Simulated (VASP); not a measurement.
Data:

```yaml
crystal:
  lattice:
    - [0.00000, 2.63806, 2.63806]
    - [2.63806, 0.00000, 2.63806]
    - [2.63806, 2.63806, 0.00000]
  atoms:
    - { symbol: Co, position: [0.00000, 0.00000, 0.00000] }
    - { symbol: Si, position: [0.25000, 0.25000, 0.25000] }
    - { symbol: Si, position: [0.75000, 0.75000, 0.75000] }
```

Method: LDA (Ceperley-Alder, Perdew-Zunger), VASP's LDA PAW potentials (set 64) (plane waves; VASP). Numerical set-up: 520 eV cut-off, 10×10×10 Γ-centred mesh, first-order Methfessel-Paxton smearing of 0.10 eV, potentials Co Si.

Q: Give the energy at these volumes per atom, relative to the lowest: 11.52, 11.89, 12.26, 12.62, 12.99 Å³.

A: 30.1, 6.8, 0.0, 7.2, 26.3 meV/atom. A third-order Birch-Murnaghan fit gives B0 = 204 GPa and B0′ = 4.5.

Measured: a 5.365 Å (computed value off by -1.7 %), as given by Ganesh Hegde et al., Applied Physics Letters (2014), arXiv:1405.1317. The calculation is for a static lattice, while the measured a holds thermal and zero-point effects, which are part of the difference.

The compound is CoSi2 in the fluorite structure. It was relaxed first. The run is not spin-polarised, so no magnetic state was tried.
